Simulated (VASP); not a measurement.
Given:

```xyz
16
Lattice="-5.0993 5.0993 2.5524 5.0993 -5.0993 2.5524 5.0993 5.0993 -2.5524" Properties=species:S:1:pos:R:3 pbc="T T T"
Nb     4.2629     4.1243    -1.2134
Nb     4.1243     5.9357     1.2134
Nb     0.8364     0.9750     1.3390
Nb     0.9750    -0.8364     3.7658
Nb     1.4659     4.9757     0.0767
Nb    -0.1236     3.6334     2.4757
Nb     3.6334     0.1236     2.6291
Nb     5.2229     1.4659    -0.0767
Nb     3.1111     2.8905     1.2523
Nb     2.8905     7.0874    -1.2523
Nb     1.9881     2.2088     3.8047
Nb     2.2088    -1.9881     1.3001
Si     2.1289     4.8586     2.6394
Si     4.8586    -2.1289     2.4653
Si     2.9704     0.2407     0.0870
Si     0.2407     7.2281    -0.0870
```

Calculation: PBEsol GGA, VASP's PBE PAW potentials (set 64) (plane waves; VASP 6.6.1). Run with LREAL = Auto, 400 eV cut-off, 8×8×8 Γ-centred mesh, tetrahedra with Blöchl corrections, potentials Nb_sv Si.

The cores are frozen, which limits the accuracy of field gradients.

Q: Give the principal components of the electric field gradient (V/Å²) and the asymmetry η at each nucleus.

A: 
```json
[
 {"atom": "Nb1", "Vxx": "-59.3", "Vyy": "-30.6", "Vzz": "89.9", "η": "0.32"},
 {"atom": "Nb2", "Vxx": "-59.3", "Vyy": "-30.6", "Vzz": "89.9", "η": "0.32"},
 {"atom": "Nb3", "Vxx": "-59.3", "Vyy": "-30.6", "Vzz": "89.9", "η": "0.32"},
 {"atom": "Nb4", "Vxx": "-59.3", "Vyy": "-30.6", "Vzz": "89.9", "η": "0.32"},
 {"atom": "Nb5", "Vxx": "60.7", "Vyy": "11.1", "Vzz": "-71.8", "η": "0.69"},
 {"atom": "Nb6", "Vxx": "60.7", "Vyy": "11.1", "Vzz": "-71.8", "η": "0.69"},
 {"atom": "Nb7", "Vxx": "60.7", "Vyy": "11.1", "Vzz": "-71.8", "η": "0.69"},
 {"atom": "Nb8", "Vxx": "60.7", "Vyy": "11.1", "Vzz": "-71.8", "η": "0.69"},
 {"atom": "Nb9", "Vxx": "-26.6", "Vyy": "-6.2", "Vzz": "32.9", "η": "0.62"},
 {"atom": "Nb10", "Vxx": "-26.6", "Vyy": "-6.2", "Vzz": "32.9", "η": "0.62"},
 {"atom": "Nb11", "Vxx": "-26.6", "Vyy": "-6.2", "Vzz": "32.9", "η": "0.62"},
 {"atom": "Nb12", "Vxx": "-26.6", "Vyy": "-6.2", "Vzz": "32.9", "η": "0.62"},
 {"atom": "Si13", "Vxx": "-16.6", "Vyy": "-9.1", "Vzz": "25.6", "η": "0.29"},
 {"atom": "Si14", "Vxx": "-16.6", "Vyy": "-9.1", "Vzz": "25.6", "η": "0.29"},
 {"atom": "Si15", "Vxx": "-16.6", "Vyy": "-9.1", "Vzz": "25.6", "η": "0.29"},
 {"atom": "Si16", "Vxx": "-16.6", "Vyy": "-9.1", "Vzz": "25.6", "η": "0.29"}
]
```

The structure comes from a computed database's Nb3Si entry (I-4); how it stands against other phases isn't given here. It was relaxed first.
